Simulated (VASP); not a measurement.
**Nd (Neodymium): cell size and functional**

How much does the relaxed cell of Nd (Neodymium) depend on the functional? The starting structure is a measured crystal structure from the Crystallography Open Database.

Method: Kohn-Sham DFT with plane waves and PAW; PBEsol, r2SCAN, PBE and LDA, in VASP 6.6.1.

### 1. Starting point

Symmetry: P6_3/mmc, No. 194, hexagonal system. Conventional cell: a = 3.658 Å, b = 3.658 Å, c = 11.799 Å, α = 90.00°, β = 90.00°, γ = 120.00°. Nearest to Nd lie 12 Nd at 3.63 to 3.66 Å. Nearest to Nd lie 12 Nd at 3.63 to 3.66 Å.

As a file:

```xyz
4
Lattice="3.6579 0.0000 0.0000 -1.8290 3.1678 0.0000 0.0000 0.0000 11.7992" Properties=species:S:1:pos:R:3 pbc="T T T"
Nd    1.8290    1.0559    2.9498
Nd    0.0000    2.1119    8.8494
Nd    0.0000    0.0000    5.8996
Nd    0.0000    0.0000    0.0000
```

### 2. Relaxation with PBEsol

PBEsol restores the gradient expansion of exchange and is tuned for the cells of solids. This run starts from the cell of an earlier relaxation, which isn't shown; the restart sets up the plane waves anew.

File INCAR:

```
SYSTEM = Nd
PREC = Accurate
ENCUT = 520
EDIFF = 1E-07
NELM = 100
ISMEAR = 1
SIGMA = 0.15
LREAL = .FALSE.
ALGO = Normal
GGA = PS
NBANDS = 30
ISPIN = 2
MAGMOM = 0 0 0 0
LASPH = .TRUE.
LMAXMIX = 6
LORBIT = 11
LWAVE = .FALSE.
LCHARG = .FALSE.
KPAR = 4
IBRION = 2
NSW = 50
ISIF = 3
EDIFFG = -0.005
```

File POSCAR:

```
Nd
1.0
    3.6261163475      0.0000000000      0.0000000000
   -1.8130581737      3.1403088740      0.0000000000
    0.0000000000      0.0000000000     11.6508292982
Nd
4
Direct
    0.6666666667      0.3333333333      0.2500000000
    0.3333333333      0.6666666667      0.7500000000
    0.0000000000      0.0000000000      0.5000000000
    0.0000000000      0.0000000000      0.0000000000
```

File KPOINTS:

```
Automatic mesh
0
Gamma
16 16 4
0 0 0
```

Potentials, in the order of the species: Nd_3 (PBE family, release 64).

Launch:

```
> mpirun -np 4 vasp_std
```

Output:

```text
[banner, memory and clock lines left out]
running    4 mpi-ranks, on    1 nodes
 distrk:  each k-point on    1 cores,    4 groups
 distr:  one band on    1 cores,    1 groups

 POSCAR found type information on POSCAR Nd
 POSCAR found :  1 types and       4 ions
|                                                                             |
|               ----> ADVICE to this user running VASP <----                  |
|                                                                             |
|     You enforced a specific xc type in the INCAR file but a different       |
|     [... a line on the potential file left out ...]
|     I HOPE YOU KNOW WHAT YOU ARE DOING!                                     |
|                                                                             |

 LDA part: xc-table for (Slater+PW92), standard interpolation
 POSCAR, INCAR and KPOINTS ok, starting setup
 FFT: planning ... GRIDC
 FFT: planning ... GRID_SOFT
 FFT: planning ... GRID
 WAVECAR not read
 entering main loop
       N       E                     dE             d eps       ncg     rms          rms(c)
DAV:   1     0.383161173336E+03    0.38316E+03   -0.21072E+04 10800   0.138E+03
DAV:   2     0.542107025156E+01   -0.37774E+03   -0.36855E+03 12150   0.355E+02
DAV:   3    -0.197318421378E+02   -0.25153E+02   -0.24448E+02 17808   0.675E+01
DAV:   4    -0.209410930357E+02   -0.12093E+01   -0.12043E+01 15536   0.138E+01
DAV:   5    -0.209834973374E+02   -0.42404E-01   -0.42396E-01 15688   0.236E+00    0.806E+00
DAV:   6    -0.207696611488E+02    0.21384E+00   -0.20360E-01 15276   0.302E+00    0.441E+00
DAV:   7    -0.206691671593E+02    0.10049E+00   -0.31343E-01 15808   0.337E+00    0.471E-01
DAV:   8    -0.206701606658E+02   -0.99351E-03   -0.11276E-02 14334   0.565E-01    0.342E-01
DAV:   9    -0.206705286389E+02   -0.36797E-03   -0.58710E-03 12504   0.582E-01    0.216E-01
DAV:  10    -0.206704241499E+02    0.10449E-03   -0.13599E-03 12126   0.281E-01    0.132E-02
DAV:  11    -0.206704251822E+02   -0.10322E-05   -0.48874E-05 15694   0.305E-02    0.152E-02
DAV:  12    -0.206704251339E+02    0.48310E-07   -0.48182E-06 12670   0.170E-02    0.203E-03
DAV:  13    -0.206704244782E+02    0.65571E-06   -0.68186E-07 12576   0.415E-03    0.271E-03
DAV:  14    -0.206704241273E+02    0.35086E-06   -0.11502E-07  7764   0.252E-03    0.663E-04
DAV:  15    -0.206704240173E+02    0.11003E-06   -0.21451E-08  6984   0.940E-04    0.275E-04
DAV:  16    -0.206704239381E+02    0.79178E-07   -0.94360E-09  6918   0.597E-04
   1 F= -.20670424E+02 E0= -.20670473E+02  d E =-.206704E+02  mag=    -0.0000
 curvature:   0.00 expect dE= 0.000E+00 dE for cont linesearch  0.000E+00
 trial: gam= 0.00000 g(F)=  0.484E-47 g(S)=  0.110E-04 ort = 0.000E+00 (trialstep = 0.100E+01)
 search vector abs. value=  0.110E-04
 reached required accuracy - stopping structural energy minimisation
```

The job ended after 4.2 min (4 MPI ranks of Intel Xeon Platinum 8259CL at 2.50GHz (Skylake/Cascade Lake), shared host; peak memory 2.5 GiB).

Lines that name or quote the potential files are left out of all logs, and their timing lines are given in words.

Parts of OUTCAR (step 2):

```text
ion  position               nearest neighbor table
   1  0.667  0.333  0.250-   3 3.59   4 3.59   3 3.59   4 3.59   3 3.59   4 3.59
   2  0.333  0.667  0.750-   3 3.59   4 3.59   3 3.59   4 3.59   3 3.59   4 3.59
   3  0.000  0.000  0.500-   1 3.59   2 3.59   2 3.59   1 3.59   1 3.59   2 3.59
   4  0.000  0.000  0.000-   1 3.59   2 3.59   2 3.59   1 3.59   1 3.59   2 3.59

  LATTYP: Found a hexagonal cell.
 ALAT       =     3.6261163475
 C/A-ratio  =     3.2130323966

 Subroutine GETGRP returns: Found 24 space group operations
 (whereof 12 operations were pure point group operations)

The static configuration has the point symmetry D_3d.
 The point group associated with its full space group is D_6h.

 Found     90 irreducible k-points:

   k-points           NKPTS =     90   k-points in BZ     NKDIM =     90   number of bands    NBANDS=     30

   dimension x,y,z NGX =    28 NGY =   28 NGZ =   90
   dimension x,y,z NGXF=    56 NGYF=   56 NGZF=  180

   ENCUT  =  520.0 eV  38.22 Ry    6.18 a.u.   6.74  6.74 21.66*2*pi/ulx,y,z

   NELECT =      44.0000    total number of electrons

 k-points in reciprocal lattice and weights: Automatic mesh
   0.00000000  0.00000000  0.00000000       0.001
   0.06250000 -0.00000000  0.00000000       0.006
   0.12500000 -0.00000000  0.00000000       0.006
   0.18750000  0.00000000  0.00000000       0.006
   0.25000000 -0.00000000  0.00000000       0.006
   0.31250000  0.00000000  0.00000000       0.006
   0.37500000  0.00000000  0.00000000       0.006
   0.43750000 -0.00000000  0.00000000       0.006
   0.50000000 -0.00000000  0.00000000       0.003
[...]
0.37500000  0.25000000  0.50000000       0.006
   0.31250000  0.31250000  0.50000000       0.006

 average (electrostatic) potential at core
       1 -35.9106       2 -35.9106       3 -35.9297       4 -35.9297

 E-fermi :   3.5810

 spin component 1
 k-point     1 :       0.0000    0.0000    0.0000
  band No.  band energies     occupation
    ...
     16     -14.7471      1.00000
     17      -0.4123      1.00000
     18       1.0692      1.00000
     19       1.0801      1.00000
     20       1.5094      1.00000
     21       4.3385     -0.00000
     22       4.3872     -0.00000
     23       4.8498     -0.00000
     24       4.8498     -0.00000
     25       4.9181     -0.00000
    ...

 k-point     2 :       0.0625   -0.0000    0.0000
  band No.  band energies     occupation
    ...
     16     -14.7534      1.00000
     17      -0.3050      1.00000
     18       1.1675      1.00000
     19       1.1777      1.00000
     20       1.6147      1.00000
     21       4.1849     -0.00000
     22       4.3116     -0.00000
     23       4.7365     -0.00000
     24       4.7582     -0.00000
     25       4.9390     -0.00000
    ...

 k-point     3 :       0.1250   -0.0000    0.0000
  band No.  band energies     occupation
    ...
     16     -14.7717      1.00000
     17       0.0014      1.00000
     18       1.4331      1.00000
     19       1.4402      1.00000
     20       1.9055      1.00000
     21       3.8647     -0.01119
     22       4.1125     -0.00000
     23       4.3752     -0.00000
     24       4.4340     -0.00000
     25       4.7315     -0.00000
    ...

 k-point     4 :       0.1875    0.0000    0.0000
  band No.  band energies     occupation
    ...
     17       0.4592      1.00000
     18       1.7563      1.00000
     19       1.7601      1.00000
     20       2.2919      1.00000
     21       3.5545      0.64712
     22       3.8479     -0.01525
     23       3.9515     -0.00132
     24       4.0933     -0.00001
     25       4.4728     -0.00000
     26       4.8915     -0.00000
    ...

 k-point     5 :       0.2500   -0.0000    0.0000
  band No.  band energies     occupation
    ...
     18       1.9343      1.00000
     19       1.9422      1.00000
     20       2.5532      1.00000
     21       3.3631      1.02971
     22       3.5608      0.61304
     23       3.6518      0.14559
     24       3.8886     -0.00677
     25       4.5581     -0.00000
     26       4.7068     -0.00000
     27       5.2721     -0.00000
    ...

 k-point     6 :       0.3125    0.0000    0.0000
  band No.  band energies     occupation
    ...
     19       1.9371      1.00000
     20       2.5138      1.00000
     21       3.1875      1.00066
     22       3.2700      1.00625
     23       3.5054      0.87226
     24       4.1000     -0.00001
     25       4.6344     -0.00000
     26       5.0188     -0.00000
     27       5.1273     -0.00000
     28       5.2152     -0.00000
    ...

  Total       -0.0167712     -0.0167712     -0.0186665     -0.0000000      0.0000000      0.0000000
  in kB       -0.2025363     -0.2025363     -0.2254253     -0.0000000      0.0000000      0.0000000
  external PRESSURE =      -0.2101660 kB  Pullay stress =       0.0000000 kB

  energy-cutoff  :      520.00
  volume of cell :      132.67
      direct lattice vectors                 reciprocal lattice vectors
     3.626116348  0.000000000  0.000000000     0.275777141  0.159220007  0.000000000
    -1.813058174  3.140308874  0.000000000     0.000000000  0.318440013  0.000000000
     0.000000000  0.000000000 11.650829298     0.000000000  0.000000000  0.085830800

 POSITION                                       TOTAL-FORCE (eV/Angst)
 -----------------------------------------------------------------------------------
      1.81306      1.04677      2.91271        -0.000000     -0.000000      0.000000
     -0.00000      2.09354      8.73812         0.000000      0.000000      0.000000
      0.00000      0.00000      5.82541         0.000000      0.000000     -0.000000
      0.00000      0.00000      0.00000         0.000000      0.000000     -0.000000
 -----------------------------------------------------------------------------------
    total drift:                               -0.000000      0.000000      0.000000

  FREE ENERGIE OF THE ION-ELECTRON SYSTEM (eV)
  ---------------------------------------------------
  free  energy   TOTEN  =       -20.6704239381 eV

  energy  without entropy=      -20.6705717693  energy(sigma->0) =      -20.67047322

 reached required accuracy - stopping structural energy minimisation

 total charge
# of ion       s       p       d       tot
------------------------------------------
    1        2.166   5.771   1.002   8.940
    2        2.166   5.771   1.002   8.940
    3        2.165   5.765   1.013   8.943
    4        2.165   5.765   1.013   8.943
--------------------------------------------------
tot          8.662  23.072   4.031  35.766

 magnetization (x)
# of ion       s       p       d       tot
------------------------------------------
    1       -0.000   0.000  -0.000  -0.000
    2       -0.000   0.000  -0.000  -0.000
    3       -0.000  -0.000  -0.000  -0.000
    4       -0.000  -0.000  -0.000  -0.000
--------------------------------------------------
tot         -0.000  -0.000  -0.000  -0.000

[... 4 further parts left out ...]
```

CONTCAR:

```
Nd
   1.00000000000000
     3.6261163475000000    0.0000000000000000    0.0000000000000000
    -1.8130581737000000    3.1403088740000000    0.0000000000000000
     0.0000000000000000    0.0000000000000000   11.6508292981999997
  Nd
     4
Direct
     0.6666666667000030    0.3333333332999970    0.2500000000000000
     0.3333333332999970    0.6666666667000030    0.7500000000000000
     0.0000000000000000    0.0000000000000000    0.5000000000000000
     0.0000000000000000    0.0000000000000000    0.0000000000000000
```

The data set Nd_3 holds the 4f electrons frozen in the core, so no f bands or f moments appear. The PAW data sets were made with PBE, which is usual practice but a small mismatch for other functionals. The run keeps the 24 symmetry operations of its start, so it cannot find a distortion of lower symmetry.

With PBEsol the relaxed cell holds 33.167 Å³ an atom, -2.97 % against the measured cell, with a = 3.626 Å and c = 11.651 Å.

### 3. Relaxation with r2SCAN

r2SCAN adds the kinetic-energy density, costs more than a GGA and is run with LASPH. This run starts from the cell of an earlier relaxation, which isn't shown and was stopped at its time limit.

INCAR, as its differences from that of step 2:

```diff
@@ -9,3 +9,4 @@
 ALGO = Normal
-GGA = PS
+METAGGA = R2SCAN
+LASPH = .TRUE.
 NBANDS = 30
@@ -13,3 +14,2 @@
 MAGMOM = 0 0 0 0
-LASPH = .TRUE.
 LMAXMIX = 6
```

File POSCAR:

```
Nd
1.0
    3.7120232817      0.0000000000      0.0000000000
   -1.8560116408      3.2147064614      0.0000000000
    0.0000000000      0.0000000000     11.9173728731
Nd
4
Direct
    0.6666666667      0.3333333333      0.2500000000
    0.3333333333      0.6666666667      0.7500000000
    0.0000000000      0.0000000000      0.5000000000
    0.0000000000      0.0000000000      0.0000000000
```

KPOINTS is that of step 2.

Launch:

```
> mpirun -np 4 vasp_std
```

Output:

```text
[banner, memory and clock lines left out]
running    4 mpi-ranks, on    1 nodes
[...]
[... a notice as in an earlier step ...]

 LDA part: xc-table for (None), standard interpolation
 POSCAR, INCAR and KPOINTS ok, starting setup
[...]
entering main loop
       N       E                     dE             d eps       ncg     rms          rms(c)
DAV:   1     0.283767366210E+03    0.28377E+03   -0.21546E+04 10800   0.142E+03
DAV:   2    -0.103640729557E+03   -0.38741E+03   -0.37815E+03 12096   0.362E+02
DAV:   3    -0.131372249383E+03   -0.27732E+02   -0.26937E+02 18380   0.689E+01
DAV:   4    -0.132965770618E+03   -0.15935E+01   -0.15842E+01 15630   0.153E+01
[...]
DAV:  17    -0.117649817068E+03   -0.57610E-06   -0.24643E-08  7026   0.943E-04    0.718E-04
DAV:  18    -0.117649817339E+03   -0.27157E-06   -0.14748E-08  6942   0.669E-04    0.205E-04
DAV:  19    -0.117649817360E+03   -0.20877E-07   -0.60619E-09  6876   0.388E-04
   1 F= -.11764982E+03 E0= -.11765008E+03  d E =-.117650E+03  mag=    -0.0000
[...]
hard stop encountered!  aborting job ...
|                                                                             |
|           W    W    AA    RRRRR   N    N  II  N    N   GGGG   !!!           |
|           W    W   A  A   R    R  NN   N  II  NN   N  G    G  !!!           |
|           W    W  A    A  R    R  N N  N  II  N N  N  G       !!!           |
|           W WW W  AAAAAA  RRRRR   N  N N  II  N  N N  G  GGG   !            |
|           WW  WW  A    A  R   R   N   NN  II  N   NN  G    G                |
|           W    W  A    A  R    R  N    N  II  N    N   GGGG   !!!           |
|                                                                             |
|     The electronic self-consistency was not achieved in the given           |
|     number of steps (NELM). The forces and other quantities evaluated       |
|     might not be reliable so examine the results carefully. If you find     |
|     spurious results, we suggest increasing NELM, if you were close to      |
|     convergence or switching to a different ALGO or adjusting the           |
|     density mixing parameters otherwise.                                    |
|                                                                             |

 soft stop encountered!  aborting job ...
```

Run time: 26 min. Hardware: 4 MPI ranks.

The run was stopped at its time limit.

### 4. Relaxation with PBE

PBE, the usual starting point, adds the gradient of the density. This run starts from the cell of an earlier relaxation, which isn't shown; the restart sets up the plane waves anew.

INCAR, as its differences from that of step 3:

```diff
@@ -9,4 +9,3 @@
 ALGO = Normal
-METAGGA = R2SCAN
-LASPH = .TRUE.
+GGA = PE
 NBANDS = 30
@@ -14,2 +13,3 @@
 MAGMOM = 0 0 0 0
+LASPH = .TRUE.
 LMAXMIX = 6
```

File POSCAR:

```
Nd
1.0
    3.7047366880      0.0000000000      0.0000000000
   -1.8523683440      3.2083960861      0.0000000000
    0.0000000000      0.0000000000     11.9185369213
Nd
4
Direct
    0.6666666667      0.3333333333      0.2500000000
    0.3333333333      0.6666666667      0.7500000000
    0.0000000000      0.0000000000      0.5000000000
    0.0000000000      0.0000000000      0.0000000000
```

KPOINTS is that of step 3.

Launch:

```
> mpirun -np 4 vasp_std
```

Output:

```text
[banner, memory and clock lines left out]
running    4 mpi-ranks, on    1 nodes
[...]
LDA part: xc-table for (Slater+PW92), standard interpolation
 POSCAR, INCAR and KPOINTS ok, starting setup
[...]
entering main loop
       N       E                     dE             d eps       ncg     rms          rms(c)
DAV:   1     0.383250510503E+03    0.38325E+03   -0.20920E+04 10800   0.137E+03
DAV:   2     0.704388251157E+01   -0.37621E+03   -0.36714E+03 12028   0.350E+02
DAV:   3    -0.178173441001E+02   -0.24861E+02   -0.24187E+02 17998   0.662E+01
DAV:   4    -0.190588709705E+02   -0.12415E+01   -0.12363E+01 15634   0.138E+01
[...]
DAV:  12    -0.188537956718E+02    0.60361E-06   -0.17821E-06 13882   0.832E-03    0.589E-03
DAV:  13    -0.188537932906E+02    0.23811E-05   -0.21211E-06 14462   0.916E-03    0.113E-03
DAV:  14    -0.188537933775E+02   -0.86829E-07   -0.21252E-07  9624   0.209E-03
   1 F= -.18853793E+02 E0= -.18854332E+02  d E =-.188538E+02  mag=     0.0000
[...]
reached required accuracy - stopping structural energy minimisation
```

Elapsed: 5.5 min, on 4 MPI ranks; peak memory 2.6 GiB.

(Continued in part 2 of 2.)

[Lines on the potential files, build, host, timing and source positions are cut from VASP's logs without a mark.]

[Logs are printed without paths, hosts, clocks, repeated set-up lines and the standing remarks that a program may print on its own settings, such as how far it seeks lower states.]

[Hosts, paths, dates, database ids (printed as entryN), source tags and the programs' standing remarks are cut or masked in the printed files.]
